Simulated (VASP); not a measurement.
A convergence study with VASP on Sc (space group P6_3/mmc): one setting is varied, all else stays as given below, so the limit is that of these other settings.

```
CELL_PARAMETERS angstrom
      1.65996    -2.87514     0.00000
      1.65996     2.87514     0.00000
      0.00000     0.00000     5.28581
ATOMIC_POSITIONS crystal
  Sc 0.33333 0.66667 0.25000
  Sc 0.66667 0.33333 0.75000
```

All values below come from PBE GGA, VASP's PBE PAW potentials (set 64) (plane waves; VASP). The tightest run used: 300 eV cut-off, 14×14×8 Γ-centred mesh, Fermi-Dirac smearing of 0.10 eV, potentials Sc_sv.

Q: The settings run are 3×3×2 mesh; 4×4×2 mesh; 5×5×3 mesh; 6×6×3 mesh; 7×7×4 mesh; 9×9×5 mesh; 14×14×8 mesh. From which on does the highest Γ mode stay within 5 cm⁻¹ of the tightest run?

A: From 5×5×3 mesh on: it is off by 0.6 there and by no more than 5 in any finer run, while 4×4×2 mesh is off by 6.4.
```
setting       highest Γ mode (cm⁻¹)  irreducible k-points  difference judged (cm⁻¹)
------------  ---------------------  --------------------  ------------------------
3×3×2 mesh                    209.4                     6                       4.3
4×4×2 mesh                    198.7                     8                       6.4
5×5×3 mesh                    204.5                    10                       0.6
6×6×3 mesh                    202.8                    14                       2.3
7×7×4 mesh                    203.9                    24                       1.1
9×9×5 mesh                    205.3                    36                       0.3
14×14×8 mesh                  205.1                   120                       0.0
```

Left out are rungs that failed or repeat a setting and relaxations that didn't move; long series are thinned to 24 rows.

The structure is a typed Sc crystal (space group no. 194). The cell was not relaxed at this level.
